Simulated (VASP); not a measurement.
Here is the system:

```yaml
crystal:
  lattice:
    - [0.00000, 2.92859, 2.92859]
    - [2.92859, 0.00000, 2.92859]
    - [2.92859, 2.92859, 0.00000]
  atoms:
    - { symbol: In, position: [0.00000, 0.00000, 0.00000] }
    - { symbol: P, position: [0.25000, 0.25000, 0.25000] }
```

Calculation: revTPSS meta-GGA, VASP's PBE PAW potentials (set 64) (plane waves; VASP). Run with 520 eV cut-off, 8×8×8 Γ-centred mesh, Gaussian smearing of 0.050 eV, potentials In_d P.

Give the stress tensor in GPa (positive for a compressed cell).

```
2.10  0.00  0.00
0.00  2.10  0.00
0.00  0.00  2.10
```
The pressure is its mean diagonal, 2.10 GPa.

The compound is InP in the zinc blende structure. This cell is one point of a volume scan, at 0.97 of the reference volume.
